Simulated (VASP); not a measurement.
Input of a VASP 6.6.1 run:

The input POSCAR:

```
Mg2C3
1.0
    2.3870223790     -2.3394118729     -0.0063441741
    2.3870223790      2.3394118729     -0.0063441741
   -1.2253611782      0.0000000000      4.8584158892
Mg C
2 3
Direct
    0.8082382625      0.8082382625      0.1984312469
    0.1917617375      0.1917617375      0.8015687531
    0.3041690745      0.3041690745      0.2614645499
    0.6958309255      0.6958309255      0.7385354501
    0.4947134279      0.4947134279      0.4794033528
```

The input INCAR.step1:

```
SYSTEM = Mg2C3
PREC = Accurate ; ENCUT = 520
ISMEAR = 0 ; SIGMA = 0.05
LREAL = .False. ; LASPH = .True.
NELM = 100 ; NBANDS = 16
GGA = PE ; ALGO = Normal
EDIFF = 1E-4 ; LWAVE = .True.
LCHARG = .False.
```

INCAR.step2

```
SYSTEM = Mg2C3
PREC = Accurate ; ENCUT = 520
EDIFF = 1E-6 ; ISMEAR = 0
SIGMA = 0.05 ; LREAL = .False.
LASPH = .True. ; NELM = 100
ALGO = Normal ; ISIF = 2
LWAVE = .False. ; LCHARG = .True.
METAGGA = R2SCAN ; LMIXTAU = .True.
LELF = .True. ; LVHAR = .True.
NBANDS = 16 ; ISTART = 1
```

File KPOINTS:

```
Automatic mesh
0
Gamma
  8 8 6
  0 0 0
```

Potentials or basis: VASP PAW PBE potentials, release 64 (Mg, C).

Run with:

```sh
$ cat potpaw_PBE.64/Mg/POTCAR potpaw_PBE.64/C/POTCAR > POTCAR
$ cp INCAR.step1 INCAR
$ mpirun -np 1 vasp_std > vasp.out
$ cp INCAR.step2 INCAR
$ mpirun -np 1 vasp_std > vasp.out
```

(1) Estimate the largest force.

(2) Predict the band gap on the k mesh.

(3) Predict the pressure.

Answers

(1) 8.336 eV/Å.

(2) 1.86 eV, indirect (least direct gap 2.59 eV).

(3) 2.2 GPa.

Caveat: the standard files for N, O and F lose accuracy on very short bonds; the PAW data sets were made with another functional, which shifts forces and pressure a little.
